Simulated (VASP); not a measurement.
Crystal: MnSiSe3.

```xyz
5
Lattice="4.8341 0.0000 0.0000 0.0000 4.8341 0.0000 0.0000 0.0000 4.8341" Properties=species:S:1:pos:R:3 pbc="T T T"
Mn    0.0000    0.0000    0.0000
Si    2.4171    2.4171    2.4171
Se    0.0000    2.4171    2.4171
Se    2.4171    0.0000    2.4171
Se    2.4171    2.4171    0.0000
```

The cell was built by a generator and needn't be a form met in nature.

Base run:

- Program: VASP 6.6.1
- Functional: TB-mBJ
- Potentials or basis: VASP PAW PBE potentials, release 64 (Mn_pv, Si, Se)
- Cutoff: 520 eV
- k mesh: 5 × 5 × 5
- Occupations: fermi-dirac, width 0.05 eV
- Spin: collinear spin, ferromagnetic start
- Starting moments: [4.0, 0.0, 0.0, 0.0, 0.0] μB

Its results: net moment 4.84 μB per cell; site moments Mn +4.56; Si +0.03; Se +0.01 μB.

The run is repeated on the same cell with these changes: functional from TB-mBJ to TPSS. What comes out?

Net moment 5.26 μB per cell; site moments Mn +4.56; Si +0.06; Se +0.05 μB.

Caveats: a cell with one magnetic atom can't hold antiferromagnetic order, which such compounds often take.

Not every run made on this cell is shown here.
